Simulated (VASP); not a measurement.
Set up this calculation in VASP 6.6.1, as the native input.

```yaml
Task: single point
Functional: vdW-DF2
Potentials_or_basis: VASP PAW PBE potentials, release 64 (C)
Cutoff: 520 eV
k_mesh: 16 × 16 × 4
Occupations: fermi-dirac, width 0.05 eV
Spin: no spin polarisation
Further_INCAR_settings: ALGO = Fast; EDIFF = 1e-06; NBANDS = 16
```

The structure of C lies in POSCAR:

```
C
1.0
    2.4610000000      0.0000000000      0.0000000000
   -1.2305000000      2.1312885187      0.0000000000
    0.0000000000      0.0000000000      6.4396800000
C
4
Direct
    0.0000000000      0.0000000000      0.2500000000
    0.3333333333      0.6666666667      0.2500000000
    0.0000000000      0.0000000000      0.7500000000
    0.6666666667      0.3333333333      0.7500000000
```

The cell was built by a generator and needn't be a form met in nature.

These files were run (other wordings do the same):

INCAR

```
  PREC = Accurate
  ENCUT = 520
  EDIFF = 1E-6
  ISMEAR = -1
  SIGMA = 0.05
  LREAL = False
  LASPH = True
  NELM = 100
  ALGO = Fast
  ISIF = 2
  LWAVE = False
  LCHARG = False
  GGA = ML
  LUSE_VDW = True
  AGGAC = 0.0
  ZAB_VDW = -1.8867
  NBANDS = 16
```

KPOINTS

```
regular mesh
0
Gamma
  16 16 4
```

Potentials or basis: VASP PAW PBE potentials, release 64 (C).

The run is started by

```console
$ cat potpaw_PBE.64/C/POTCAR > POTCAR
$ mpirun -np 1 vasp_std > vasp.out
```

Results of the run:

```yaml
Pressure: 6.6 GPa
Band_gap_on_the_k_mesh: 0.42 eV, direct
```

Caveat: the PAW data sets were made with another functional, which shifts forces and pressure a little.

It took 98 s on 1 thread of Intel(R) Xeon(R) Platinum 8259CL CPU @ 2.50GHz (Skylake/Cascade Lake), with other jobs on the host, peak memory 0.28 GiB.
